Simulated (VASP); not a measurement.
FeP (relaxed from the rock salt structure, space group Fm-3m): computed properties

Level of theory: PBEsol GGA, VASP's PBE PAW potentials (set 64) (plane waves; VASP).

```yaml
space_group: Fm-3m (225)
cell: a = 4.5816 Å, b = 4.5816 Å, c = 4.5816 Å, α = 90.00°, β = 90.00°, γ = 90.00°
volume_per_atom: 12.02 Å³/atom
band gap (over mesh and band path): none (metal, semimetal or under 0.01 eV)
cell_moment: 1.02 μB
density: 6.00 g/cm³
```

```xyz
2
Lattice="0.0000 2.2908 2.2908 2.2908 0.0000 2.2908 2.2908 2.2908 0.0000" Properties=species:S:1:pos:R:3 pbc="T T T"
Fe     0.0000     0.0000     0.0000
P      2.2908     2.2908     2.2908
```
Starting moments (μB, in the order of the record's atoms Fe P): 1.1 0.0.

The structure was generated: FeP was put into the rock salt type (Fm-3m), which need not be its known phase. It was relaxed first, which changed the volume by -30 %. Symmetry was kept, so distortions that lower it aren't found.
